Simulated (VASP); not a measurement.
LiH2:

```
CELL_PARAMETERS angstrom
0.00000 2.85910 2.85910
2.85910 0.00000 2.85910
2.85910 2.85910 0.00000
ATOMIC_POSITIONS crystal
Li 0.50000 0.50000 0.50000
Li 0.75000 0.75000 0.75000
H 0.12500 0.12500 0.12500
H 0.62500 0.12500 0.12500
H 0.12500 0.12500 0.62500
H 0.12500 0.62500 0.12500
```

The cell was built by a generator and needn't be a form met in nature.

The cell isn't the ideal one: species swapped into the PbAu2 type (Fd-3m, No. 227).

| Quantity | Value |
| --- | --- |
| Program | VASP 6.6.1 |
| Task | relaxation of cell and atoms |
| Functional | PBE |
| Potentials or basis | VASP PAW PBE potentials, release 64 (Li_sv, H) |
| Cutoff | 600 eV |
| k mesh | 6 × 6 × 6 |
| Occupations | gaussian, width 0.1 eV |
| Spin | no spin polarisation |

At the start: pressure -6.1 GPa; volume 7.79 Å³/atom.

How do energy, volume and symmetry change on relaxing?

Over 5 steps the energy falls by 30.9 meV/atom and the volume is 6.43 Å³/atom (-17.5 %); space group Fd-3m (No. 227, to 0.05 Å).

The path:
```tsv
step	energy change (eV)	largest force (eV/Å)	pressure (GPa)	volume (Å³)
1	0.0000	0.0000	-6.05	46.74
2	-0.0687	0.0000	-5.13	44.78
3	-0.1727	0.0000	-2.01	40.28
4	-0.0182	0.0000	10.07	32.21
5	-0.1855	0.0000	-0.33	38.57
```

Final structure:
```
CELL_PARAMETERS angstrom
0.00000 2.68166 2.68166
2.68166 0.00000 2.68166
2.68166 2.68166 0.00000
ATOMIC_POSITIONS crystal
Li 0.50000 0.50000 0.50000
Li 0.75000 0.75000 0.75000
H 0.12500 0.12500 0.12500
H 0.62500 0.12500 0.12500
H 0.12500 0.12500 0.62500
H 0.12500 0.62500 0.12500
```

Caveat: the cutoff is under 1.25 times the usual one of these potentials, so pressure, stress and relaxed cells hold a basis-set (Pulay) error; the volume moved by over 15 % at a fixed basis, so the end points are rough.
